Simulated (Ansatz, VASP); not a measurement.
# HfMoC2: VASP beside Ansatz

```
Hf Mo C
1.0
     3.23342    0.00000    0.00000
     0.00000    3.23342    0.00000
     0.00000    0.00000    4.54419
Hf Mo C
1 1 2
Cartesian
  0.0000 0.0000 0.0000
  1.6167 1.6167 2.2721
  0.0000 0.0000 2.2721
  1.6167 1.6167 0.0000
```

The cell comes from a database or a generator and needn't be the stable form of this composition.

Alike in both runs: task single point; functional PBE; k mesh 7 × 7 × 5; no spin polarisation.

```csv
,VASP,Ansatz
version,VASP 6.6.1,Ansatz 0.2.0
potentials or method,"VASP PAW PBE potentials, release 64 (Hf_pv, Mo_sv, C)","plane waves, PAW"
plane-wave cutoff (eV),520,500
occupations,"fermi-dirac, width 0.1 eV",fermi-dirac
valence electrons in the cell,32,48
```

VASP gave:

| Property | Result |
| --- | --- |
| pressure (GPa) | -11.1 |
| largest component of the traceless stress (GPa) | 0.48 |

Problem. Estimate Ansatz's values.

Solution. Pressure (GPa): -10.9; largest component of the traceless stress (GPa): 0.50.

The two sets of potentials don't hold the same shells in valence.

The runs have no spin-orbit coupling, so splittings on Hf are missing.
